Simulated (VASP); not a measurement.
Output of a VASP run:

File OSZICAR:
```
       N       E                     dE             d eps       ncg     rms          rms(c)
DAV:   1     0.230344139595E+02    0.23034E+02   -0.38576E+03  7646   0.802E+02
DAV:   2    -0.129041034089E+02   -0.35939E+02   -0.33639E+02  7362   0.156E+02
DAV:   3    -0.136293426957E+02   -0.72524E+00   -0.71877E+00  8728   0.273E+01
DAV:   4    -0.136398032328E+02   -0.10461E-01   -0.10458E-01  8422   0.317E+00
DAV:   5    -0.136400996524E+02   -0.29642E-03   -0.29641E-03  8354   0.521E-01    0.126E+01
DAV:   6    -0.160976985308E+02   -0.24576E+01   -0.69015E+01  8028   0.118E+02    0.168E+01
DAV:   7    -0.119922889285E+02    0.41054E+01   -0.31034E+01  8032   0.748E+01    0.181E+00
DAV:   8    -0.119830127137E+02    0.92762E-02   -0.19539E-01  7586   0.365E+00    0.112E+00
DAV:   9    -0.119688915813E+02    0.14121E-01   -0.44491E-02  8666   0.278E+00    0.275E-01
DAV:  10    -0.119685476804E+02    0.34390E-03   -0.91069E-04  8648   0.401E-01    0.141E-01
DAV:  11    -0.119685314736E+02    0.16207E-04   -0.44554E-05 10456   0.783E-02    0.134E-02
DAV:  12    -0.119685305467E+02    0.92688E-06   -0.21844E-06  7614   0.126E-02
   1 F= -.11968531E+02 E0= -.11970704E+02  d E =0.651988E-02
```

File OUTCAR:
```
------------------------ aborting loop because EDIFF is reached ----------------------------------------
  FORCE on cell =-STRESS in cart. coord.  units (eV):
  Direction    XX          YY          ZZ          XY          YZ          ZX
  --------------------------------------------------------------------------------------
  Total        0.9352092      0.9417340      0.9370841     -0.0017153      0.0014490     -0.0141438
  in kB       66.8573685     67.3238222     66.9914051     -0.1226260      0.1035873     -1.0111259
  external PRESSURE =      67.0575319 kB  Pullay stress =       0.0000000 kB
  volume of cell :       22.41
      direct lattice vectors                 reciprocal lattice vectors
     2.819400000  0.000000000  0.000000000     0.354685394  0.000000000  0.000000000
     0.000000000  2.819400000  0.000000000     0.000000000  0.354685394  0.000000000
     0.000000000  0.000000000  2.819400000     0.000000000  0.000000000  0.354685394
 POSITION                                       TOTAL-FORCE (eV/Angst)
 -----------------------------------------------------------------------------------
      0.01269      2.81810      2.80866        -0.209359      0.021478      0.177195
      1.39701      1.41100      1.42044         0.209359     -0.021478     -0.177195
 -----------------------------------------------------------------------------------
    total drift:                               -0.000367      0.000045      0.000298
  FREE ENERGIE OF THE ION-ELECTRON SYSTEM (eV)
  ---------------------------------------------------
  free  energy   TOTEN  =       -11.9685305467 eV

  energy  without entropy=      -11.9750504288  energy(sigma->0) =      -11.97070384
```
(Selected blocks of OUTCAR.)

### POSCAR
```
AlCo
1
    2.8194000000     0.0000000000     0.0000000000
    0.0000000000     2.8194000000     0.0000000000
    0.0000000000     0.0000000000     2.8194000000
Al Co
1 1
Direct
  0.0045020000  -0.0004610000  -0.0038080000
  0.4954980000   0.5004610000   0.5038080000
```

Q: Reconstruct the remaining input files.

A: Several could match; the one computed here: the input of the run itself, PBE GGA, plane waves, VASP's PBE PAW potentials (set 64).

INCAR:
```
SYSTEM  =  AlCo
PREC  =  Accurate; ENCUT  =  300; LREAL  =  .FALSE.
LASPH  =  .TRUE.
EDIFF  =  1E-6; NELM  =  100; ALGO  =  Normal
LMAXMIX  =  4
ISMEAR  =  1; SIGMA  =  0.272
GGA  =  PE
ISIF  =  2
LWAVE  =  .FALSE.; LCHARG  =  .FALSE.
```

File KPOINTS:
```
Automatic mesh
0
Gamma
9 9 9
0 0 0
```

POTCAR, in this order: Al Co (PBE.64 set). Program: vasp_std.

At this cut-off the stress carries a Pulay error, which pulls relaxed volumes low.

The structure comes from a computed database's AlCo entry; how it stands against other phases isn't given here. The cell was not relaxed at this level, atoms are displaced from their ideal sites. The run is one of a series of settings (KPOINTS 9×9×9 Γ-centred mesh against the base run), some of them coarse on purpose. The run is not spin-polarised, so no magnetic state was tried.
